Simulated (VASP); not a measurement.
# Mesh, vacuum, cutoff and functional for Pb(110), part 2 of 5

How far does the level below the vacuum of Pb(110) depend on the numerical settings, and how far on the functional?

VASP 6.6.1, plane waves and PAW; the level of theory is named at each step.

So far, highest filled level below the vacuum (eV): step 2 (the base run) 3.76.

## 3. Another mesh, mesh points along a 2, k-mesh 2×2×1

Level of this step: PBEsol; plane waves and PAW (Pb) (VASP).

The mesh decides how well the Fermi level or the band edge is found.

The input, INCAR:

```
SYSTEM = Pb
PREC = Normal
ENCUT = 350
EDIFF = 1E-06
NELM = 120
ISMEAR = 1
SIGMA = 0.1
LREAL = .FALSE.
ALGO = Normal
GGA = PS
NBANDS = 21
LORBIT = 11
LWAVE = .FALSE.
LCHARG = .FALSE.
NCORE = 4
IDIPOL = 3
LDIPOL = .TRUE.
DIPOL = 0.5 0.5 0.5
LVHAR = .TRUE.
LVACPOTAV = .TRUE.
```

The input, POSCAR:

```
Pb
1.0
    4.9500000000      0.0000000000      0.0000000000
    0.0000000000      3.5001785669      0.0000000000
    0.0000000000      0.0000000000     28.5005357006
Pb
7
Direct
    0.0000000000      0.0000000000      0.3157835381
    0.5000000000      0.5000000000      0.3771890254
    0.0000000000      0.0000000000      0.4385945127
    0.5000000000      0.5000000000      0.5000000000
    0.0000000000      0.0000000000      0.5614054873
    0.5000000000      0.5000000000      0.6228109746
    0.0000000000      0.0000000000      0.6842164619
```

The input, KPOINTS:

```
Automatic mesh
0
Gamma
2 2 1
0 0 0
```

The projector-augmented-wave data sets are Pb (PBE family, release 64).

Run with:

```
$ mpirun -np 4 vasp_std
```

The program printed:

```text
[banner, memory and clock lines left out]
running    4 mpi-ranks, on    1 nodes
 distrk:  each k-point on    4 cores,    1 groups
 distr:  one band on    4 cores,    1 groups

 POSCAR found type information on POSCAR Pb
 POSCAR found :  1 types and       7 ions
 [... a notice as in an earlier step ...]

 LDA part: xc-table for (Slater+PW92), standard interpolation
 POSCAR, INCAR and KPOINTS ok, starting setup
 FFT: planning ... GRIDC
 FFT: planning ... GRID_SOFT
 FFT: planning ... GRID
 WAVECAR not read
 entering main loop
       N       E                     dE             d eps       ncg     rms          rms(c)
DAV:   1     0.138961544086E+03    0.13896E+03   -0.63959E+03   168   0.669E+02
DAV:   2    -0.128579057882E+02   -0.15182E+03   -0.14430E+03   246   0.123E+02
DAV:   3    -0.290320840389E+02   -0.16174E+02   -0.15856E+02   211   0.490E+01
DAV:   4    -0.298293280736E+02   -0.79724E+00   -0.79587E+00   243   0.113E+01
DAV:   5    -0.298503700205E+02   -0.21042E-01   -0.21031E-01   248   0.206E+00    0.122E+01
DAV:   6    -0.296643067377E+02    0.18606E+00   -0.30535E-01   251   0.192E+00    0.726E+00
DAV:   7    -0.295812102182E+02    0.83097E-01   -0.19928E-01   214   0.186E+00    0.875E-01
DAV:   8    -0.295808577132E+02    0.35251E-03   -0.27471E-02   206   0.682E-01    0.510E-01
DAV:   9    -0.295807003105E+02    0.15740E-03   -0.27843E-03   270   0.192E-01    0.307E-01
DAV:  10    -0.295805496484E+02    0.15066E-03   -0.10332E-03   206   0.130E-01    0.691E-02
DAV:  11    -0.295806781674E+02   -0.12852E-03   -0.17323E-04   206   0.487E-02    0.438E-02
DAV:  12    -0.295808121025E+02   -0.13394E-03   -0.69102E-05   206   0.273E-02    0.296E-02
DAV:  13    -0.295809742119E+02   -0.16211E-03   -0.29497E-04   201   0.509E-02    0.166E-02
DAV:  14    -0.295810716976E+02   -0.97486E-04   -0.43356E-05   212   0.205E-02    0.199E-02
DAV:  15    -0.295811936370E+02   -0.12194E-03   -0.11589E-05   193   0.114E-02    0.541E-03
DAV:  16    -0.295812433158E+02   -0.49679E-04   -0.65034E-06   169   0.728E-03    0.530E-03
DAV:  17    -0.295812737399E+02   -0.30424E-04   -0.24851E-06   158   0.507E-03    0.305E-03
DAV:  18    -0.295812892720E+02   -0.15532E-04   -0.51372E-06   161   0.450E-03    0.149E-03
DAV:  19    -0.295812939048E+02   -0.46328E-05   -0.63859E-07   153   0.188E-03    0.148E-03
DAV:  20    -0.295812996937E+02   -0.57888E-05   -0.27567E-07   148   0.119E-03    0.736E-04
DAV:  21    -0.295813030758E+02   -0.33821E-05   -0.60730E-08   153   0.640E-04    0.759E-04
DAV:  22    -0.295813080331E+02   -0.49574E-05   -0.11982E-07   143   0.587E-04    0.538E-04
DAV:  23    -0.295813085886E+02   -0.55550E-06   -0.20013E-08   148   0.315E-04
 [... a notice as in an earlier step ...]

   1 F= -.29581309E+02 E0= -.29577759E+02  d E =-.106474E-01
```

The job ended after 7.6 s (4 MPI ranks of AMD EPYC 7R43, shared host; peak memory 0.42 GiB; 28 s of CPU time).

Parts of OUTCAR (step 3):

```text
The static configuration has the point symmetry D_2h.

 Found      4 irreducible k-points:

   k-points           NKPTS =      4   k-points in BZ     NKDIM =      4   number of bands    NBANDS=     21

   NELECT =      28.0000    total number of electrons

 E-fermi :  -0.1112

 k-point     1 :       0.0000    0.0000    0.0000
  band No.  band energies     occupation
    ...
     10      -1.7419      2.00000
     11      -1.6026      2.00000
     12      -1.2712      2.00000
     13      -0.5529      2.00000
     14      -0.1393      1.45490
     15       0.2692     -0.00000
     16       0.9044     -0.00000
     17       1.7980     -0.00000
     18       2.0477      0.00000
     19       2.1047      0.00000
    ...

 k-point     2 :       0.5000    0.0000    0.0000
  band No.  band energies     occupation
    ...
      9      -3.7764      2.00000
     10      -2.3888      2.00000
     11      -2.0966      2.00000
     12      -0.4947      2.00000
     13      -0.0836      0.55115
     14       1.1971     -0.00000
     15       2.1710      0.00000
     16       2.8521      0.00000
     17       3.6382      0.00000
     18       3.8338      0.00000
    ...

  Total        5.0391809    -22.4016415      2.5105929      0.0000000      0.0000000      0.0000000
  in kB       16.3501639    -72.6845327      8.1458885      0.0000000      0.0000000      0.0000000
  external PRESSURE =     -16.0628268 kB  Pullay stress =       0.0000000 kB

 POSITION                                       TOTAL-FORCE (eV/Angst)
 -----------------------------------------------------------------------------------
      0.00000      0.00000      9.00000         0.000000     -0.000000     -0.049319
      2.47500      1.75009     10.75009         0.000000     -0.000000     -0.453385
      0.00000      0.00000     12.50018        -0.000000      0.000000      0.339631
      2.47500      1.75009     14.25027         0.000000      0.000000     -0.000000
      0.00000      0.00000     16.00036        -0.000000     -0.000000     -0.339631
      2.47500      1.75009     17.75045         0.000000      0.000000      0.453385
      0.00000      0.00000     19.50054         0.000000      0.000000      0.049319
 -----------------------------------------------------------------------------------
    total drift:                               -0.000000      0.000000     -0.000000

  FREE ENERGIE OF THE ION-ELECTRON SYSTEM (eV)
  ---------------------------------------------------
  free  energy   TOTEN  =       -29.5813085886 eV

  energy  without entropy=      -29.5706611804  energy(sigma->0) =      -29.57775945

 vacuum level on the upper side and lower side of the slab         3.827         3.827

 total charge
# of ion       s       p       d       tot
------------------------------------------
    1        1.736   1.216   0.032   2.984
    2        1.756   1.313   0.055   3.124
    3        1.743   1.310   0.070   3.122
    4        1.735   1.360   0.063   3.158
    5        1.743   1.310   0.070   3.122
    6        1.756   1.313   0.055   3.124
    7        1.736   1.216   0.032   2.984
--------------------------------------------------
tot         12.206   9.036   0.377  21.619

[... 7 parts as in an earlier step ...]

[... 4 further parts left out ...]
```

Numbers from this step:

```yaml
electronic_cycles: 23
free_energy_toten: -29.58 eV
energy_at_zero_smearing: -29.58 eV
fermi_energy: -0.1112 eV
vacuum_levels: 3.827, 3.827 eV
work_functions_of_the_upper_and_lower_face: 3.938, 3.938 eV
highest_filled_level_below_the_vacuum: 3.938 eV
```

Force by atom:

```
atom  x (eV/Å)  y (eV/Å)  z (eV/Å)   size
 Pb1     0.000     0.000    -0.049  0.049
 Pb2     0.000     0.000    -0.453  0.453
 Pb3     0.000     0.000     0.340  0.340
 Pb4     0.000     0.000     0.000  0.000
 Pb5     0.000     0.000    -0.340  0.340
 Pb6     0.000     0.000     0.453  0.453
 Pb7     0.000     0.000     0.049  0.049
```

Against the base run its depth below the vacuum changes by +0.18 eV and the energy by -387.2 meV an atom.

## 4. Another mesh, mesh points along a 3, k-mesh 3×4×1

INCAR is that of step 3.

POSCAR is that of step 3.

The input, KPOINTS:

```
Automatic mesh
0
Gamma
3 4 1
0 0 0
```

Run with:

```
$ mpirun -np 4 vasp_std
```

The program printed:

```text
[... set-up lines as in an earlier step ...]
 entering main loop
       N       E                     dE             d eps       ncg     rms          rms(c)
DAV:   1     0.135191648727E+03    0.13519E+03   -0.64162E+03   252   0.674E+02
DAV:   2    -0.106270470146E+02   -0.14582E+03   -0.14182E+03   382   0.124E+02
DAV:   3    -0.260601332020E+02   -0.15433E+02   -0.15232E+02   295   0.496E+01
DAV:   4    -0.268258296703E+02   -0.76570E+00   -0.76357E+00   392   0.113E+01
[...]
DAV:  27    -0.264429890238E+02   -0.38132E-05   -0.15577E-07   192   0.115E-03    0.235E-03
DAV:  28    -0.264429903279E+02   -0.13041E-05   -0.49691E-08   182   0.863E-04    0.863E-04
DAV:  29    -0.264429912905E+02   -0.96256E-06   -0.31066E-08   182   0.491E-04
 [... a notice as in an earlier step ...]

   1 F= -.26442991E+02 E0= -.26435481E+02  d E =-.225309E-01
```

The job ended after 12 s (4 MPI ranks; peak memory 0.45 GiB).

From OUTCAR (step 4):

```text
  Total       -2.8047718     -1.0454451     -4.8188272      0.0000000      0.0000000      0.0000000
  in kB       -9.1003836     -3.3920590    -15.6352027      0.0000000      0.0000000      0.0000000
  external PRESSURE =      -9.3758818 kB  Pullay stress =       0.0000000 kB

 POSITION                                       TOTAL-FORCE (eV/Angst)
 -----------------------------------------------------------------------------------
      0.00000      0.00000      9.00000        -0.000000      0.000000      0.787383
      2.47500      1.75009     10.75009        -0.000000      0.000000     -0.535917
      0.00000      0.00000     12.50018        -0.000000      0.000000      0.088342
      2.47500      1.75009     14.25027        -0.000000      0.000000      0.000000
      0.00000      0.00000     16.00036        -0.000000      0.000000     -0.088342
      2.47500      1.75009     17.75045        -0.000000      0.000000      0.535917
      0.00000      0.00000     19.50054         0.000000      0.000000     -0.787383
 -----------------------------------------------------------------------------------
    total drift:                               -0.000000     -0.000000     -0.000000

  FREE ENERGIE OF THE ION-ELECTRON SYSTEM (eV)
  ---------------------------------------------------
  free  energy   TOTEN  =       -26.4429912905 eV

  energy  without entropy=      -26.4204603484  energy(sigma->0) =      -26.43548098

[... 1 part as in an earlier step ...]

[... 2 further parts left out ...]
[key lines of the parts left out:]
E-fermi :   0.0977
```

Against the base run its depth below the vacuum changes by -0.22 eV and the energy by +61.7 meV an atom.

## 5. Another mesh, mesh points along a 8, k-mesh 8×10×1

INCAR, as its differences from that of step 4:

```diff
@@ -14,3 +14,3 @@
 LCHARG = .FALSE.
-NCORE = 4
+KPAR = 4
 IDIPOL = 3
```

POSCAR is that of step 4.

The input, KPOINTS:

```
Automatic mesh
0
Gamma
8 10 1
0 0 0
```

Run with:

```
$ mpirun -np 4 vasp_std
```

The program printed:

```text
[banner, memory and clock lines left out]
running    4 mpi-ranks, on    1 nodes
[...]
[... a notice as in an earlier step ...]

 LDA part: xc-table for (Slater+PW92), standard interpolation
 POSCAR, INCAR and KPOINTS ok, starting setup
[...]
entering main loop
       N       E                     dE             d eps       ncg     rms          rms(c)
DAV:   1     0.137403517460E+03    0.13740E+03   -0.64288E+03  1260   0.677E+02
DAV:   2    -0.957765009996E+01   -0.14698E+03   -0.14155E+03  1839   0.124E+02
DAV:   3    -0.262617496063E+02   -0.16684E+02   -0.16416E+02  1492   0.503E+01
DAV:   4    -0.271351701352E+02   -0.87342E+00   -0.86915E+00  1938   0.117E+01
[...]
DAV:  25    -0.268654220736E+02   -0.19935E-05   -0.39644E-08   941   0.782E-04    0.566E-04
DAV:  26    -0.268654267230E+02   -0.46494E-05   -0.19415E-07  1039   0.904E-04    0.150E-03
DAV:  27    -0.268654273776E+02   -0.65455E-06   -0.21290E-08   960   0.485E-04
 [... a notice as in an earlier step ...]

   1 F= -.26865427E+02 E0= -.26866338E+02  d E =0.273065E-02
```

The job ended after 52 s (4 MPI ranks; peak memory 1.1 GiB; 3.4 min of CPU time).

From OUTCAR (step 5):

```text
  Total       -3.5880822     -2.3093367     -3.2419205     -0.0000000      0.0000000      0.0000000
  in kB      -11.6419182     -7.4928911    -10.5187592     -0.0000000      0.0000000      0.0000000
  external PRESSURE =      -9.8845228 kB  Pullay stress =       0.0000000 kB

 POSITION                                       TOTAL-FORCE (eV/Angst)
 -----------------------------------------------------------------------------------
      0.00000      0.00000      9.00000        -0.000000      0.000000      0.532348
      2.47500      1.75009     10.75009        -0.000000      0.000000     -0.213197
      0.00000      0.00000     12.50018         0.000000     -0.000000     -0.242472
      2.47500      1.75009     14.25027        -0.000000      0.000000      0.000000
      0.00000      0.00000     16.00036         0.000000      0.000000      0.242472
      2.47500      1.75009     17.75045        -0.000000      0.000000      0.213197
      0.00000      0.00000     19.50054        -0.000000      0.000000     -0.532348
 -----------------------------------------------------------------------------------
    total drift:                               -0.000000     -0.000000     -0.000000

  FREE ENERGIE OF THE ION-ELECTRON SYSTEM (eV)
  ---------------------------------------------------
  free  energy   TOTEN  =       -26.8654273776 eV

  energy  without entropy=      -26.8681580307  energy(sigma->0) =      -26.86633760

[... 1 part as in an earlier step ...]

[... 2 further parts left out ...]
[key lines of the parts left out:]
E-fermi :  -0.0805
```

Against the base run its depth below the vacuum changes by +0.00 eV and the energy by +0.1 meV an atom.

## 6. Side by side

Times are for 4 MPI ranks of AMD EPYC 7R43, shared host. The runs compared:

```
no.  mesh points along a  highest filled level below the vacuum (eV)  energy at zero smearing (eV)   time  memory (GiB)
  1                    2                                       3.938                        -29.58  7.6 s          0.42
  2                    3                                       3.544                        -26.44   12 s          0.45
  3                    8                                       3.764                        -26.87   52 s           1.1
```

[end of part 2 of 5]

[Lines on the potential files, build, host, timing and source positions are cut from VASP's logs without a mark.]

[Logs are printed without paths, hosts, clocks, repeated set-up lines and the standing remarks that a program may print on its own settings, such as how far it seeks lower states.]

[Hosts, paths, dates, database ids (printed as entryN), source tags and the programs' standing remarks are cut or masked in the printed files.]

[In band tables of VASP the shares of atoms and orbitals are scaled to a sum of 1 inside the atoms' spheres.]

[Runs that stopped without an error message from VASP are left out.]
